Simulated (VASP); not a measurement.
Here is the system:

```xyz
4
Lattice="3.1286 0.0000 0.0000 -1.5643 2.7094 0.0000 0.0000 0.0000 5.0170" Properties=species:S:1:pos:R:3 pbc="T T T"
Al     1.5643     0.9031     2.5049
Al     0.0000     1.8063     5.0134
N      1.5643     0.9031     4.4185
N      0.0000     1.8063     1.9100
```

Level of theory: PBE GGA, VASP's PBE PAW potentials (set 64) (plane waves; VASP). Run with 400 eV cut-off, 10×10×6 Γ-centred mesh, Fermi-Dirac smearing of 0.020 eV, potentials Al N.

At this cut-off the stress carries a Pulay error, which pulls relaxed volumes low.

Problem. Predict the energy per atom (σ→0), pressure.

Solution. 
The energy per atom (σ→0) comes out as -7.445 eV/atom and the pressure is -3.43 GPa.

Total energies compare only between runs with the same potentials, cut-off and functional.

The structure comes from a computed database's AlN entry (P6_3mc); how it stands against other phases isn't given here. The cell was not relaxed at this level.
